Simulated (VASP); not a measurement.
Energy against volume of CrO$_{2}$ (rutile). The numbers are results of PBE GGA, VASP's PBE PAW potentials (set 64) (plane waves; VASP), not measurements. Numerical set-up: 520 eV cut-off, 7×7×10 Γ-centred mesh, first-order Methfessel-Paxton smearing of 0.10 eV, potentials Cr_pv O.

Shape and ions are relaxed at each volume.

```tsv
V (Å³/atom)	E (eV/atom)
9.352	-8.38522
9.641	-8.39243
9.931	-8.38719
10.220	-8.37160
```

Task: Fit these four points and predict the energy of the run at 9.063 Å³/atom.

Result: A cubic in V^(−2/3), the third-order Birch-Murnaghan form, passes through the four points with V0 = 9.66 Å³/atom and B0 = 227 GPa, and gives -8.3631 eV/atom there. The run gave -8.3631 eV/atom, +0.0 meV/atom from the fit; all five points give B0 = 227 GPa.

The compound is CrO2 in the rutile structure. It was relaxed first.
